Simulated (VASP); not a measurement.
Given:

```
CELL_PARAMETERS angstrom
      0.00000     3.42020     3.42020
      3.42020     0.00000     3.42020
      3.42020     3.42020     0.00000
ATOMIC_POSITIONS crystal
  In 0.00000 0.00000 0.00000
  Sb 0.25000 0.25000 0.25000
```

Calculation: vdW-DF2, VASP's PBE PAW potentials (set 64) (plane waves; VASP 6.6.1). Settings: 520 eV cut-off, 9×9×9 Γ-centred mesh, first-order Methfessel-Paxton smearing of 0.10 eV, potentials In_d Sb.

**Question.** The job: InSb (zinc blende), 2 atoms, vdW-DF2, static run, 520 eV, 9×9×9 Γ-centred mesh. Roughly how much core time does it take on a busy server core?

**Answer.** About 60 core-seconds (one run on a shared machine, a rough figure). It had 35 irreducible k-points, 13 bands, up to 2175 plane waves and 15 electronic steps.

The compound is InSb in the zinc blende structure. It was relaxed first, which changed the volume by +18 %.
